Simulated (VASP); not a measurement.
Energy against volume of HfC (rock salt). Level of theory: LDA (Ceperley-Alder, Perdew-Zunger), VASP's LDA PAW potentials (set 64) (plane waves; VASP).

| V (Å³/atom) | E (eV/atom) |
|---|---|
| 11.267 | -11.40786 |
| 11.627 | -11.43802 |
| 11.986 | -11.44725 |
| 12.346 | -11.43851 |
| 12.706 | -11.41429 |

**Question.** Fit a third-order Birch-Murnaghan equation of state.

**Answer.** 
| Property | Result |
|---|---|
| volume per atom | 11.98 Å³/atom |
| bulk modulus | 267 GPa |
| pressure derivative of the bulk modulus | 4.02 |
| lattice constant a | 4.577 Å |

Measured: a 4.638 Å (computed value off by -1.3 %), as given by Guo-Xu Zhang et al., New Journal of Physics (2018), doi:10.1088/1367-2630/aac7f0. The calculation is for a static lattice, while the measured a holds thermal and zero-point effects, which are part of the difference.

The compound is HfC in the rock salt structure. It was relaxed first.
